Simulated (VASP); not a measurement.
Computed with PBEsol GGA, VASP's PBE PAW potentials (set 64) (plane waves; VASP 6.6.1).

The input files of a VASP run:

KPOINTS:
```
Automatic mesh
0
Gamma
11 11 11
0 0 0
```

**INCAR**
```
ALGO = Normal
EDIFF = 1E-6
EDIFFG = -0.02
ENCUT = 620
GGA = PS
IBRION = 2
ISIF = 3
ISMEAR = 0
LASPH = .True.
LCHARG = .False.
LREAL = .False.
LWAVE = .False.
NELM = 100
NSW = 40
PREC = Accurate
PSTRESS = 450
SIGMA = 0.05
SYSTEM = AlN
```

File POSCAR:
```
AlN
1.0
  0.0000000000   2.0730640957   2.0730640957
  2.0730640957   0.0000000000   2.0730640957
  2.0730640957   2.0730640957   0.0000000000
Al N
1 1
Direct
  0.0000000000   0.0000000000   0.0000000000
  0.2500000000   0.2500000000   0.2500000000
```

POTCAR, in this order: Al N (PBE.64 set). Program: vasp_std.

What VASP printed:

### OSZICAR
```
       N       E                     dE             d eps       ncg     rms          rms(c)
DAV:   1     0.145835730677E+02    0.14584E+02   -0.46058E+03   920   0.983E+02
DAV:   2    -0.172537514364E+02   -0.31837E+02   -0.30354E+02  1192   0.178E+02
DAV:   3    -0.178167210459E+02   -0.56297E+00   -0.56297E+00  1104   0.290E+01
DAV:   4    -0.178182688300E+02   -0.15478E-02   -0.15478E-02  1352   0.139E+00
DAV:   5    -0.178182724708E+02   -0.36408E-05   -0.36408E-05  1152   0.469E-02    0.922E+00
DAV:   6    -0.152927255207E+02    0.25255E+01   -0.12186E+01  1056   0.251E+01    0.324E+00
DAV:   7    -0.152405008438E+02    0.52225E-01   -0.20539E-01  1064   0.397E+00    0.216E+00
DAV:   8    -0.152227283398E+02    0.17773E-01   -0.17622E-02   976   0.184E+00    0.395E-01
DAV:   9    -0.152225437115E+02    0.18463E-03   -0.65463E-04  1336   0.216E-01    0.221E-01
DAV:  10    -0.152225811169E+02   -0.37405E-04   -0.10629E-04   976   0.921E-02    0.617E-02
DAV:  11    -0.152225793135E+02    0.18034E-05   -0.52075E-06  1024   0.210E-02    0.774E-03
DAV:  12    -0.152225795689E+02   -0.25533E-06   -0.14819E-07   544   0.499E-03
   1 F= -.10217971E+02 E0= -.10217971E+02  d E =-.102180E+02
```

**OUTCAR**
```
------------------------ aborting loop because EDIFF is reached ----------------------------------------
  FORCE on cell =-STRESS in cart. coord.  units (eV):
  Direction    XX          YY          ZZ          XY          YZ          ZX
  --------------------------------------------------------------------------------------
  Total        5.0066937      5.0066937      5.0066937      0.0000000     -0.0000000      0.0000000
  in kB      450.1874885    450.1874885    450.1874885      0.0000000     -0.0000000      0.0000000
  external PRESSURE =       0.1874885 kB  Pullay stress =     450.0000000 kB
  volume of cell :       17.82
      direct lattice vectors                 reciprocal lattice vectors
     0.000000000  2.073064096  2.073064096    -0.241188876  0.241188876  0.241188876
     2.073064096  0.000000000  2.073064096     0.241188876 -0.241188876  0.241188876
     2.073064096  2.073064096  0.000000000     0.241188876  0.241188876 -0.241188876
  FREE ENERGIE OF THE ION-ELECTRON SYSTEM (eV)
  ---------------------------------------------------
  free  energy   TOTEN  =       -15.2225795689 eV

  energy  without entropy=      -15.2225795689  energy(sigma->0) =      -15.22257957
  enthalpy is  TOTEN    =       -10.2179709797 eV   P V=        5.0046085892

 reached required accuracy - stopping structural energy minimisation
```
(Selected blocks of OUTCAR.)

The structure was generated: AlN was put into the zinc blende type (F-43m), which need not be its known phase. It was relaxed first under an external pressure of 45 GPa.
